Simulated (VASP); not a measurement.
# FSiH3 in VASP: reference runs

How does FSiH3 come out in PBE? The cell is run as given.

Program: VASP 6.6.1. These are calculated values, not measurements. Logs are shortened: lines on timing, memory, paths and dates and some standing lists are left out, and cuts for length are marked.

## Step 1: Starting point

The cell holds a molecule in a box, 5 atoms: a = 12.000 Å, b = 12.000 Å, c = 12.000 Å, α = 90.00°, β = 90.00°, γ = 90.00°.

## Step 2: Single point, PBE

Input file INCAR:

```
PREC = Accurate ; ENCUT = 520
EDIFF = 1E-7 ; ISMEAR = 0
SIGMA = 0.01 ; LREAL = F
LASPH = T ; NELM = 80
ALGO = Normal ; ISIF = 2
LWAVE = F ; LCHARG = F
GGA = PE ; NBANDS = 15
```

Input file KPOINTS:

```
regular mesh
0
Gamma
  1 1 1
```

Input file POSCAR:

```
SiH3F
1.0
   12.0000000000      0.0000000000      0.0000000000
    0.0000000000     12.0000000000      0.0000000000
    0.0000000000      0.0000000000     12.0000000000
F Si H
1 1 3
Direct
    0.4112875000      0.5163375000      0.5987375000
    0.5211125000      0.5011625000      0.5246791700
    0.4868541700      0.4867208300      0.4069291700
    0.5815541700      0.4012791700      0.5648708300
    0.5908791700      0.6022208300      0.5375208300
```

Potentials or basis: VASP PAW PBE potentials, release 64 (F, Si, H).

Run with:

```sh
cat potpaw_PBE.64/F/POTCAR potpaw_PBE.64/Si/POTCAR potpaw_PBE.64/H/POTCAR > POTCAR
mpirun -np 1 vasp_gam > vasp.out
```

OUTCAR:

```text
PREC = Accurate
   ENCUT = 520
   EDIFF = 1E-7
   ISMEAR = 0
   LREAL = F
   LASPH = T
   NELM = 80
   ISIF = 2
   GGA = PE

 ion  position               nearest neighbor table
   1  0.411  0.516  0.599-   2 1.60
   2  0.521  0.501  0.525-   5 1.48   4 1.48   3 1.48   1 1.60
   3  0.487  0.487  0.407-   2 1.48
   4  0.582  0.401  0.565-   2 1.48
   5  0.591  0.602  0.538-   2 1.48

  LATTYP: Found a simple cubic cell.
 ALAT       =    12.0000000000

  Lattice vectors:

 A1 = (  12.0000000000,   0.0000000000,   0.0000000000)
 A2 = (   0.0000000000,  12.0000000000,   0.0000000000)
 A3 = (   0.0000000000,   0.0000000000,  12.0000000000)

Analysis of symmetry for initial positions (statically):
=====================================================================
 Subroutine PRICEL returns:
 Original cell was already a primitive cell.

 Routine SETGRP: Setting up the symmetry group for a
 simple cubic supercell.

 Subroutine GETGRP returns: Found  1 space group operations
 (whereof  1 operations were pure point group operations)
 out of a pool of 48 trial point group operations.

The static configuration has the point symmetry C_1 .

Analysis of symmetry for dynamics (positions and initial velocities):
=====================================================================
 Subroutine PRICEL returns:
 Original cell was already a primitive cell.

 Routine SETGRP: Setting up the symmetry group for a
 simple cubic supercell.

 Subroutine GETGRP returns: Found  1 space group operations
 (whereof  1 operations were pure point group operations)
 out of a pool of 48 trial point group operations.

The dynamic configuration has the point symmetry C_1 .

 Subroutine INISYM returns: Found  1 space group operations
 (whereof  1 operations are pure point group operations),
 and found     1 'primitive' translations

----------------------------------------------------------------------------------------

                                     Primitive cell

  volume of cell :    1728.0000

  direct lattice vectors                    reciprocal lattice vectors
    12.000000000  0.000000000  0.000000000     0.083333333  0.000000000  0.000000000
     0.000000000 12.000000000  0.000000000     0.000000000  0.083333333  0.000000000
     0.000000000  0.000000000 12.000000000     0.000000000  0.000000000  0.083333333

  length of vectors
    12.000000000 12.000000000 12.000000000     0.083333333  0.083333333  0.083333333

  position of ions in fractional coordinates (direct lattice)
     0.411287500  0.516337500  0.598737500
     0.521112500  0.501162500  0.524679170
     0.486854170  0.486720830  0.406929170
     0.581554170  0.401279170  0.564870830
     0.590879170  0.602220830  0.537520830

  ion indices of the primitive-cell ions
   primitive index   ion index
                 1           1
                 2           2
                 3           3
                 4           4
                 5           5

----------------------------------------------------------------------------------------

 KPOINTS: regular mesh

Automatic generation of k-mesh.
 Grid dimensions read from file:
 generate k-points for:    1    1    1

 Generating k-lattice:

  Cartesian coordinates                     Fractional coordinates (reciprocal lattice)
     0.083333333  0.000000000  0.000000000     1.000000000  0.000000000  0.000000000
     0.000000000  0.083333333  0.000000000     0.000000000  1.000000000  0.000000000
     0.000000000  0.000000000  0.083333333     0.000000000  0.000000000  1.000000000

  Length of vectors
     0.083333333  0.083333333  0.083333333

  Shift w.r.t. Gamma in fractional coordinates (k-lattice)
     0.000000000  0.000000000  0.000000000

 Subroutine IBZKPT returns following result:
 ===========================================

 Found      1 irreducible k-points:

 Following reciprocal coordinates:
            Coordinates               Weight
  0.000000  0.000000  0.000000      1.000000
   k-points           NKPTS =      1   k-points in BZ     NKDIM =      1   number of bands    NBANDS=     15
   number of dos      NEDOS =    301   number of ions     NIONS =      5
   total plane-waves  NPLWV = 729000
   dimension x,y,z NGX =    90 NGY =   90 NGZ =   90
   dimension x,y,z NGXF=   180 NGYF=  180 NGZF=  180
   ions per type =               1   1   3
   NGX,Y,Z   is equivalent  to a cutoff of  12.47, 12.47, 12.47 a.u.
   NGXF,Y,Z  is equivalent  to a cutoff of  24.94, 24.94, 24.94 a.u.
 SYSTEM =  unknown system
   PREC   = accura    normal or accurate (medium, high low for compatibility)
   ISTART =      0    job   : 0-new  1-cont  2-samecut
   ICHARG =      2    charge: 1-file 2-atom 10-const
   ISPIN  =      1    spin polarized calculation?
   LNONCOLLINEAR =      F non collinear calculations
   LSORBIT =      F    spin-orbit coupling
   LASPH  =      T    aspherical Exc in radial PAW
   ENCUT  =  520.0 eV  38.22 Ry    6.18 a.u.  22.31 22.31 22.31*2*pi/ulx,y,z
   NELM   =     80;   NELMIN=  2; NELMDL= -5     # of ELM steps
   EDIFF  = 0.1E-06   stopping-criterion for ELM
   LREAL  =      F    real-space projection
   EDIFFG = 0.1E-05   stopping-criterion for IOM
   NSW    =      0    number of steps for IOM
   IBRION =     -1    ionic relax: 0-MD 1-quasi-New 2-CG
   NFREE  =      0    steps in history (QN), initial steepest desc. (CG)
   ISIF   =      2    stress and relaxation
   ISYM   =      2    0-nonsym 1-usesym 2-fastsym
   POTIM  = 0.5000    time-step for ionic-motion
   TEBEG  =    0.0;   TEEND  =   0.0 temperature during run
   PSTRESS=    0.0 pullay stress
   NELECT =      14.0000    total number of electrons
   NUPDOWN=      -1.0000    fix difference up-down
   EMIN   =  10.00;   EMAX   =-10.00  energy-range for DOS
   EFERMI =   0.00;   METHOD = LEGACY
   ISMEAR =     0;   SIGMA  =   0.01  broadening in eV -4-tet -1-fermi 0-gaus
   EFERMI_NEDOS =   21; number of points for ismear=-14 and -15
   IALGO  =     38    algorithm
   IMIX   =      4    mixing-type and parameters
     AMIX     =   0.40;   BMIX     =  1.00
     AMIX_MAG =   1.60;   BMIX_MAG =  1.00
  volume/ion in A,a.u.               =     345.60      2332.22
  Fermi-wavevector in a.u.,A,eV,Ry     =   0.328803  0.621348  1.470948  0.108112
  Thomas-Fermi vector in A             =   1.222706
   LORBIT       =      0    0 simple, 1 ext, 2 COOP (PROOUT), +10 PAW based schemes
   GGA     = PE    functional components
   LHFCALC =     F    Hartree Fock is set to
   AEXX    =    0.0000 exact exchange contribution
   IVDW    =     0    specifies the selected vdW correction
   LEPSILON=     F    determine dielectric tensor
   LRPA    =     F    only Hartree local field effects (RPA)
 non-spin polarized calculation
 Gauss-broadening in eV      SIGMA  =   0.01
  energy-cutoff  :      520.00
  volume of cell :     1728.00
 maximum number of plane-waves:     23293
 NGX is ok and might be reduce to    90
   NGX = 45   NGY = 45   NGZ = 45

 number of electron      13.9999990 magnetization

 Free energy of the ion-electron system (eV)
  ---------------------------------------------------
  ext. energy  EPLUGINS =         0.00000000
  ---------------------------------------------------
  free energy    TOTEN  =       -21.04348687 eV

  energy without entropy =      -21.04348687  energy(sigma->0) =      -21.04348687

 E-fermi :  -8.0874     XC(G=0):  -0.5787

 val. band max:       -8.1523842879   @ k =   0.0000   0.0000   0.0000
 cond. band min:      -1.0507051043   @ k =   0.0000   0.0000   0.0000
 fundamental gap:      7.1016791835
 Fermi energy:        -8.0874110576

 k-point     1 :       0.0000    0.0000    0.0000
  band No.  band energies     occupation
      1     -29.5735      2.00000
      2     -13.6931      2.00000
      3     -10.8606      2.00000
      4     -10.5260      2.00000
      5     -10.5260      2.00000
      6      -8.1527      2.00000
      7      -8.1524      2.00000
      8      -1.0507      0.00000
      9      -0.3342      0.00000
     10       0.3575      0.00000
     11       0.4221      0.00000
     12       0.6418      0.00000
     13       0.7701      0.00000
     14       0.8206      0.00000
     15       0.9682      0.00000

------------------------ aborting loop because EDIFF is reached ----------------------------------------

  FORCE on cell =-STRESS in cart. coord.  units (eV):
  Direction    XX          YY          ZZ          XY          YZ          ZX
  --------------------------------------------------------------------------------------
  -------------------------------------------------------------------------------------
  Total        0.8357066      0.2025546      0.4817723     -0.0899782      0.0601801     -0.4390898
  in kB        0.7748554      0.1878058      0.4466925     -0.0834265      0.0557981     -0.4071179
  external PRESSURE =       0.4697846 kB  Pullay stress =       0.0000000 kB

 VOLUME and BASIS-vectors are now :
 -----------------------------------------------------------------------------
  energy-cutoff  :      520.00
  volume of cell :     1728.00
      direct lattice vectors                 reciprocal lattice vectors
    12.000000000  0.000000000  0.000000000     0.083333333  0.000000000  0.000000000
     0.000000000 12.000000000  0.000000000     0.000000000  0.083333333  0.000000000
     0.000000000  0.000000000 12.000000000     0.000000000  0.000000000  0.083333333

 POSITION                                       TOTAL-FORCE (eV/Angst)
 -----------------------------------------------------------------------------------
      4.93545      6.19605      7.18485        -0.600015      0.082571      0.404130
      6.25335      6.01395      6.29615         0.489179     -0.068043     -0.331308
      5.84225      5.84065      4.88315        -0.035330     -0.015763     -0.128476
      6.97865      4.81535      6.77845         0.067934     -0.109428      0.042851
      7.09055      7.22665      6.45025         0.078232      0.110663      0.012803
 -----------------------------------------------------------------------------------
    total drift:                                0.000234     -0.000442     -0.000805

  FREE ENERGIE OF THE ION-ELECTRON SYSTEM (eV)
  ---------------------------------------------------
  free  energy   TOTEN  =       -21.0434868738 eV

  energy  without entropy=      -21.0434868738  energy(sigma->0) =      -21.04348687
```

Wall time 2.3 min (1 thread of Intel Xeon 6975P-C (Granite Rapids), shared host); peak memory 1.1 GiB.

What came out:

```yaml
Free_energy: -21.0435 eV
Largest_force: 0.728 eV/Å
Gap_between_the_frontier_levels: 7.10 eV
```

Forces in eV/Å, atoms in the order of the input:
```
F   -0.600  0.083  0.404
Si   0.489 -0.068 -0.331
H   -0.035 -0.016 -0.128
H    0.068 -0.109  0.043
H    0.078  0.111  0.013
```

A hybrid or GW would open this gap; PBE tends to underestimate it.
